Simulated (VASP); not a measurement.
Input:

```xyz
2
Lattice="0.0000 3.3590 3.3590 3.3590 0.0000 3.3590 3.3590 3.3590 0.0000" Properties=species:S:1:pos:R:3 pbc="T T T"
In     0.0000     0.0000     0.0000
Sb     1.6795     1.6795     1.6795
```

The numbers are results of RPBE GGA, VASP's PBE PAW potentials (set 64) (plane waves; VASP 6.6.1), not measurements. Numerical set-up: 520 eV cut-off, 11×11×11 Γ-centred mesh, tetrahedra with Blöchl corrections, potentials In_d Sb.

Unless said otherwise, spin-orbit coupling is left out, though it shifts the bands of the heavy elements here.

Question: Estimate the energy per atom (σ→0), band gap (on the k-mesh) with the smallest direct gap where there is one.

Answer: 
```
Quantity                                                     Value
------------------------  ----------------------------------------
band gap (on the k-mesh)  none (metal, semimetal or under 0.01 eV)
energy per atom (σ→0)                               -3.150 eV/atom
```

The compound is InSb in the zinc blende structure. It was relaxed first, which changed the volume by +11 %.
